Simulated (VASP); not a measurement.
CuAu (L1_0) relaxed at rising pressure, in one space group throughout; other phases were not tried. The pressures are those reached. Level of theory: PBE GGA, VASP's PBE PAW potentials (set 64) (plane waves; VASP).

```
P (GPa)  V (Å³/atom)    k-mesh
-------  -----------  --------
-0.08         15.009  13×13×10
4.98          14.517  13×13×10
9.98          14.124  13×13×10
20.07         13.482  13×13×10
29.96         12.977  13×13×10
```

A change of mesh leaves a small step in the series.

Fit an equation of state and predict the volume at 44.96 GPa.

Least squares on the third-order Birch-Murnaghan form, P = (3B0/2)(y⁷ − y⁵)[1 + (3/4)(B′ − 4)(y² − 1)] with y = (V0/V)^(1/3), gives V0 = 14.996 Å³/atom, B0 = 143 GPa and B′ = 5.1, and so 12.377 Å³/atom. The run gave 12.386 Å³/atom, +0.1 % from the fit.

Pressures at which the relaxation failed are left out.

The compound is CuAu in the L1_0 structure.
